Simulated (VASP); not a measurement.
# RuSe (Fm-3m) in VASP: further runs

Runs on RuSe. Level: LDA. Tasks: single point.

All numbers are computed with VASP 6.6.1; they aren't measurements. Logs are shortened: lines on timing, memory, paths and dates and some standing lists are left out, and cuts for length are marked.

## Step 1: The crystal as given

Symmetry: Fm-3m, No. 225, cubic system. Conventional cell: a = 5.355 Å, b = 5.355 Å, c = 5.355 Å, α = 90.00°, β = 90.00°, γ = 90.00°. Ru (site symmetry m-3m) has 6 Se at 2.68 Å as nearest neighbours. Se (site symmetry m-3m) has 6 Ru at 2.68 Å as nearest neighbours.

The cell comes from a database or a generator and needn't be the stable form of this composition.

## Step 2: Single point, LDA, collinear spin, antiferromagnetic start

File INCAR:

```
ALGO = Normal
EDIFF = 1E-6
ENCUT = 520
ISIF = 2
ISMEAR = 0
ISPIN = 2
LASPH = True
LCHARG = False
LMAXMIX = 4
LORBIT = 11
LREAL = False
LWAVE = False
MAGMOM = 1 -1 0 0
NBANDS = 32
NELM = 80
PREC = Accurate
SIGMA = 0.05
```

File KPOINTS:

```
k-points
0
Gamma
  6 6 6
```

File POSCAR:

```
RuSe
1.0
    5.3552328200      2.6776164100      2.6776164100
    2.6776164100      5.3552328200      2.6776164100
    2.6776164100      2.6776164100      5.3552328200
Ru Se
2 2
Direct
    0.2500000000      0.2500000000      0.2500000000
    0.7500000000      0.7500000000      0.7500000000
    0.0000000000      0.0000000000      0.0000000000
    0.5000000000      0.5000000000      0.5000000000
```

Potentials or basis: VASP PAW LDA potentials, release 64 (Ru_pv, Se).

The run is started by

```sh
$ cat potpaw_LDA.64/Ru_pv/POTCAR potpaw_LDA.64/Se/POTCAR > POTCAR
$ mpirun -np 1 vasp_std > vasp.out
```

OUTCAR:

```text
EDIFF = 1E-6
   ENCUT = 520
   ISIF = 2
   ISMEAR = 0
   ISPIN = 2
   LASPH = True
   LORBIT = 11
   LREAL = False
   NELM = 80
   PREC = Accurate

 ion  position               nearest neighbor table
   1  0.250  0.250  0.250-   3 2.68   3 2.68   3 2.68   4 2.68   4 2.68   4 2.68
   2  0.750  0.750  0.750-   4 2.68   4 2.68   4 2.68   3 2.68   3 2.68   3 2.68
   3  0.000  0.000  0.000-   2 2.68   2 2.68   2 2.68   1 2.68   1 2.68   1 2.68
   4  0.500  0.500  0.500-   1 2.68   1 2.68   1 2.68   2 2.68   2 2.68   2 2.68

  LATTYP: Found a trigonal (rhomboedric) cell.
 ALAT       =     6.5587939314
 COS(alpha) =     0.8333333333

  Lattice vectors:

 A1 = (   5.3552328200,   2.6776164100,   2.6776164100)
 A2 = (   2.6776164100,   5.3552328200,   2.6776164100)
 A3 = (   2.6776164100,   2.6776164100,   5.3552328200)

Analysis of symmetry for initial positions (statically):
=====================================================================
 Subroutine PRICEL returns following result:

  LATTYP: Found a face centered cubic cell.
 ALAT       =     5.3552328200
[... 12 lines left out ...]
 Subroutine GETGRP returns: Found 12 space group operations
 (whereof 12 operations were pure point group operations)
 out of a pool of 12 trial point group operations.

The static configuration has the point symmetry D_3d.

Analysis of symmetry for dynamics (positions and initial velocities):
=====================================================================
 Subroutine PRICEL returns following result:

  LATTYP: Found a face centered cubic cell.
 ALAT       =     5.3552328200
[... 12 lines left out ...]
 Subroutine GETGRP returns: Found 12 space group operations
 (whereof 12 operations were pure point group operations)
 out of a pool of 12 trial point group operations.

The dynamic configuration has the point symmetry D_3d.

Analysis of structural, dynamic, and magnetic symmetry:
=====================================================================
 Subroutine PRICEL returns following result:

  LATTYP: Found a face centered cubic cell.
 ALAT       =     5.3552328200
[... 12 lines left out ...]
 Subroutine GETGRP returns: Found 12 space group operations
 (whereof 12 operations were pure point group operations)
 out of a pool of 12 trial point group operations.

The overall configuration has the point symmetry D_3d.

 Subroutine INISYM returns: Found 12 space group operations
 (whereof 12 operations are pure point group operations),
 and found     2 'primitive' translations

[... 122 lines left out ...]
   IVDW    =     0    specifies the selected vdW correction
   LEPSILON=     F    determine dielectric tensor
   LRPA    =     F    only Hartree local field effects (RPA)
 spin polarized calculation
 Gauss-broadening in eV      SIGMA  =   0.05
  energy-cutoff  :      520.00
  volume of cell :       76.79
 maximum number of plane-waves:      2093
 NGX is ok and might be reduce to    50

 number of electron      39.9999994 magnetization       0.0000000

 number of electron      39.9999994 magnetization      -0.0000000

 Free energy of the ion-electron system (eV)
  ---------------------------------------------------
  ext. energy  EPLUGINS =         0.00000000
  ---------------------------------------------------
  free energy    TOTEN  =       -26.83834137 eV

  energy without entropy =      -26.82561814  energy(sigma->0) =      -26.83197975

 E-fermi :   6.8680     XC(G=0): -11.5233

 val. band max:        6.8611207683   @ k =  -0.3333  -0.3333   0.1667
 cond. band min:       6.8727209565   @ k =   0.5000   0.5000   0.1667
 fundamental gap:      0.0116001882
 Fermi energy:         6.8680338718

 spin component 1

 k-point     1 :       0.0000    0.0000    0.0000
  band No.  band energies     occupation
      1     -34.9355      1.00000
      2     -34.9132      1.00000
      3     -34.9132      1.00000
      4     -34.9100      1.00000
      5     -34.9100      1.00000
      6     -34.9073      1.00000
[... 829 lines left out ...]
     31      16.6511      0.00000
     32      18.2021      0.00000

 [... further k-points ...]

 spin component 2

 k-point     1 :       0.0000    0.0000    0.0000
  band No.  band energies     occupation
      1     -34.9355      1.00000
      2     -34.9132      1.00000
      3     -34.9132      1.00000
      4     -34.9100      1.00000
      5     -34.9100      1.00000
      6     -34.9073      1.00000
[... 829 lines left out ...]
     31      16.6511      0.00000
     32      18.2021      0.00000

 [... further k-points ...]

------------------------ aborting loop because EDIFF is reached ----------------------------------------

  FORCE on cell =-STRESS in cart. coord.  units (eV):
  Direction    XX          YY          ZZ          XY          YZ          ZX
  --------------------------------------------------------------------------------------
  -------------------------------------------------------------------------------------
  Total       -9.8799201     -9.8799201     -9.8799201     -0.0024637     -0.0024637     -0.0024637
  in kB     -206.1384192   -206.1384192   -206.1384192     -0.0514042     -0.0514042     -0.0514042
  external PRESSURE =    -206.1384192 kB  Pullay stress =       0.0000000 kB

 VOLUME and BASIS-vectors are now :
 -----------------------------------------------------------------------------
  energy-cutoff  :      520.00
  volume of cell :       76.79
      direct lattice vectors                 reciprocal lattice vectors
     5.355232820  2.677616410  2.677616410     0.280099867 -0.093366622 -0.093366622
     2.677616410  5.355232820  2.677616410    -0.093366622  0.280099867 -0.093366622
     2.677616410  2.677616410  5.355232820    -0.093366622 -0.093366622  0.280099867

 POSITION                                       TOTAL-FORCE (eV/Angst)
 -----------------------------------------------------------------------------------
      2.67762      2.67762      2.67762        -0.000000      0.000000     -0.000000
      8.03285      8.03285      8.03285         0.000000     -0.000000      0.000000
      0.00000      0.00000      0.00000         0.000000     -0.000000     -0.000000
      5.35523      5.35523      5.35523        -0.000000      0.000000      0.000000
 -----------------------------------------------------------------------------------
    total drift:                                0.000000     -0.000000     -0.000000

  FREE ENERGIE OF THE ION-ELECTRON SYSTEM (eV)
  ---------------------------------------------------
  free  energy   TOTEN  =       -26.8383413690 eV

  energy  without entropy=      -26.8256181380  energy(sigma->0) =      -26.83197975

 total charge

# of ion       s       p       d       tot
------------------------------------------
    1        0.241   6.103   6.084  12.428
    2        0.241   6.103   6.084  12.428
    3        1.449   2.227   0.075   3.751
    4        1.449   2.227   0.075   3.751
--------------------------------------------------
tot          3.379  16.660  12.319  32.359

 magnetization (x)

# of ion       s       p       d       tot
------------------------------------------
    1       -0.000  -0.000  -0.001  -0.001
    2        0.000   0.000   0.001   0.001
    3        0.000   0.000   0.000   0.000
    4        0.000   0.000   0.000   0.000
--------------------------------------------------
tot          0.000   0.000   0.000   0.000
```

Wall time 13 min (1 thread of Intel Xeon Platinum 8375C at 2.90GHz (Ice Lake), shared host); peak memory 0.37 GiB.

Results:

* Free energy: -26.8383 eV
* Pressure: -20.6 GPa
* Band gap on the k mesh: none (metal or under the smearing width)
* Net moment: 0.00 μB per cell
* Valence electrons inside the program's atomic spheres: Ru 12.43; Se 3.75

Caveat: so large a pressure means that the cell lies far from this level's equilibrium, or that cutoff or potentials fall short.

## Step 3: Single point, LDA, collinear spin, ferrimagnetic start

File INCAR:

```
SYSTEM = RuSe
PREC     = Accurate       ! precision mode
ENCUT    = 520            ! plane-wave cutoff, eV
EDIFF    = 1E-6           ! SCF threshold, eV
ISMEAR   = 0              ! smearing method
SIGMA    = 0.05           ! smearing width, eV
LREAL    = .FALSE.        ! projectors in reciprocal space
LASPH    = .TRUE.         ! aspherical terms in the spheres
NELM     = 100            ! most SCF steps
ALGO     = Normal         ! electronic algorithm
ISIF     = 2              ! what is computed and relaxed
LWAVE    = .FALSE.        ! write WAVECAR
LCHARG   = .FALSE.        ! write CHGCAR
ISPIN    = 2              ! spin polarisation
MAGMOM   = 1 -0.5 0 0     ! initial moments
LORBIT   = 11             ! projections on sites
LMAXMIX  = 4              ! l up to which the mixer works
```

File KPOINTS:

```
Automatic mesh
0
G
  6 6 6
  0 0 0
```

POSCAR is that of step 2.

Potentials or basis: VASP PAW LDA potentials, release 64 (Ru_pv, Se).

The run is started by

```sh
$ cat potpaw_LDA.64/Ru_pv/POTCAR potpaw_LDA.64/Se/POTCAR > POTCAR
$ mpirun -np 1 vasp_std > vasp.out
```

It took 11 min on 1 thread of Intel Xeon Platinum 8375C at 2.90GHz (Ice Lake), shared host; peak memory 0.34 GiB.

Results (log left out):

```yaml
Free_energy: -26.8383 eV
Pressure: -20.6 GPa
Band_gap_on_the_k_mesh: none (metal or under the smearing width)
Net_moment: 0.00 μB per cell
Site_moments: Ru +0.03, -0.03; Se -0.00 μB
Valence_electrons_inside_the_program's_atomic_spheres: Ru 12.43; Se 3.75
```

Levels at points of the mesh, in eV from the Fermi level:
Spin up:
| k point | band 17 | band 18 | band 19 | band 20 | band 21 | band 22 | band 23 | band 24 |
| --- | --- | --- | --- | --- | --- | --- | --- | --- |
| (0.00, 0.00, 0.00) | -1.31 | -1.30 | -1.30 | -0.49 | -0.49 | 0.04 | 2.60 | 3.38 |
| (0.50, 0.00, 0.00) | -0.38 | -0.36 | -0.07 | -0.05 | 1.05 | 1.05 | 1.26 | 1.27 |
| (0.50, 0.50, 0.00) | -0.49 | -0.49 | -0.13 | -0.13 | 0.03 | 0.32 | 2.36 | 3.38 |
| (0.50, 0.50, 0.50) | -1.07 | -1.07 | -0.65 | -0.64 | 1.49 | 1.49 | 1.49 | 1.49 |
Spin down:
```csv
k point,band 18,band 19,band 20,band 21,band 22,band 23
"(0.00, 0.00, 0.00)",-1.30,-1.30,-0.49,-0.49,0.04,2.60
"(0.50, 0.00, 0.00)",-0.36,-0.07,-0.05,1.05,1.05,1.26
"(0.50, 0.50, 0.00)",-0.49,-0.13,-0.13,0.03,0.32,2.36
"(0.50, 0.50, 0.50)",-1.07,-0.65,-0.64,1.49,1.49,1.49
```

Caveat: so large a pressure means that the cell lies far from this level's equilibrium, or that cutoff or potentials fall short.

## Step 4: Single point, LDA, collinear spin, random start

This run uses another cell than the first one: it holds 2 atoms, not 4.

File INCAR:

```
  ALGO = Fast
  EDIFF = 1E-6
  ENCUT = 520
  ISIF = 2
  ISMEAR = 0
  ISPIN = 2
  LASPH = True
  LCHARG = False
  LMAXMIX = 4
  LORBIT = 11
  LREAL = False
  LWAVE = False
  MAGMOM = 0.35 0
  NBANDS = 21
  NELM = 100
  PREC = Accurate
  SIGMA = 0.05
```

File KPOINTS:

```
k-points
0
Gamma
  6 6 6
```

File POSCAR:

```
RuSe
1.0
    0.0000000000      2.6776164100      2.6776164100
    2.6776164100      0.0000000000      2.6776164100
    2.6776164100      2.6776164100      0.0000000000
Ru Se
1 1
Direct
    0.5000000000      0.5000000000      0.5000000000
    0.0000000000      0.0000000000      0.0000000000
```

The run is started by

```sh
$ cat potpaw_LDA.64/Ru_pv/POTCAR potpaw_LDA.64/Se/POTCAR > POTCAR
$ mpirun -np 1 vasp_std > vasp.out
```

It took 25 s on 1 thread of Intel Xeon Platinum 8375C at 2.90GHz (Ice Lake), shared host; peak memory 0.16 GiB.

The run converged. Its results:

```yaml
Free_energy: -13.4409 eV
Pressure: -19.0 GPa
Band_gap_on_the_k_mesh: none (metal or under the smearing width)
Net_moment: 1.13 μB per cell
Site_moments: Ru +0.98; Se +0.05 μB
Valence_electrons_inside_the_program's_atomic_spheres: Ru 12.41; Se 3.76
```

Levels at points of the mesh, in eV from the Fermi level:
Spin up:
```csv
k point,band 8,band 9,band 10,band 11,band 12,band 13,band 14,band 15
"(0.00, 0.00, 0.00)",-1.94,-1.94,-1.39,-1.39,-1.39,2.41,9.60,11.09
"(0.50, 0.00, 0.00)",-0.97,-0.97,-0.42,3.11,3.11,3.39,6.62,6.62
"(0.50, 0.50, 0.00)",-2.91,-1.45,-0.63,-0.63,-0.06,2.12,8.30,11.06
```
Spin down:
| k point | band 5 | band 6 | band 7 | band 8 | band 9 | band 10 | band 11 | band 12 | band 13 | band 14 |
| --- | --- | --- | --- | --- | --- | --- | --- | --- | --- | --- |
| (0.00, 0.00, 0.00) | -1.46 | -1.46 | -1.46 | -1.46 | -1.46 | -1.30 | -1.30 | -1.30 | 2.60 | 9.70 |
| (0.50, 0.00, 0.00) | -6.49 | -4.35 | -4.35 | -0.35 | -0.35 | 0.17 | 3.46 | 3.46 | 3.51 | 6.80 |
| (0.50, 0.50, 0.00) | -5.14 | -2.82 | -2.82 | -2.50 | -0.94 | 0.03 | 0.03 | 0.45 | 2.40 | 8.60 |

Caveat: so large a pressure means that the cell lies far from this level's equilibrium, or that cutoff or potentials fall short.

## Step 5: Single point, LDA, collinear spin, ferromagnetic start

This run uses another cell than the first one: it holds 2 atoms, not 4.

File INCAR:

```
PREC = Accurate
ENCUT = 520
EDIFF = 1E-7
ISMEAR = 0
SIGMA = 0.05
LREAL = False
LASPH = True
NELM = 60
ALGO = Fast
ISIF = 2
LWAVE = False
LCHARG = False
ISPIN = 2
MAGMOM = 1 0
LORBIT = 11
NUPDOWN = 1
LMAXMIX = 4
NBANDS = 21
```

File KPOINTS:

```
regular mesh
0
Gamma
  6 6 6
```

POSCAR is that of step 4.

The run is started by

```sh
$ cat potpaw_LDA.64/Ru_pv/POTCAR potpaw_LDA.64/Se/POTCAR > POTCAR
$ mpirun -np 1 vasp_std > vasp.out
```

It took 23 s on 1 thread of Intel Xeon Platinum 8375C at 2.90GHz (Ice Lake), shared host; peak memory 0.16 GiB.

Results (log left out):

```
Free energy                                           : -13.4372 eV
Pressure                                              : -19.3 GPa
Net moment                                            : 1.00 μB per cell
Site moments                                          : Ru +0.87; Se +0.04 μB
Valence electrons inside the program's atomic spheres : Ru 12.41; Se 3.76
```

Caveat: the total moment is fixed, so each spin has its own Fermi level.

## Step 6: The runs side by side

| spin | fixed moment (μB) | supercell matrix | gap on the mesh (eV) | pressure (GPa) | moment (μB) |
| --- | --- | --- | --- | --- | --- |
| collinear, antiferromagnetic start | - | [0, 1, 1, 1, 0, 1, 1, 1, 0] | none | -20.6 | 0.00 |
| collinear, ferrimagnetic start | - | [0, 1, 1, 1, 0, 1, 1, 1, 0] | none | -20.6 | 0.00 |
| collinear, random start | - | - | none | -19.0 | 1.13 |
| collinear, ferromagnetic start | 1 | - | - | -19.3 | 1.00 |

Alike in all rows: task single point; level LDA; potentials or basis VASP PAW LDA potentials, release 64 (Ru_pv, Se); cell as given; k mesh 6 × 6 × 6; cutoff (eV) 520; smearing gaussian 0.05 eV.

Every run on the cell as given and a fine mesh finds a metal.

Caveats: so large a pressure means that the cell lies far from this level's equilibrium, or that cutoff or potentials fall short (some runs); the total moment is fixed, so each spin has its own Fermi level (some runs).

Absolute energies hang on the potentials; compare differences alone.
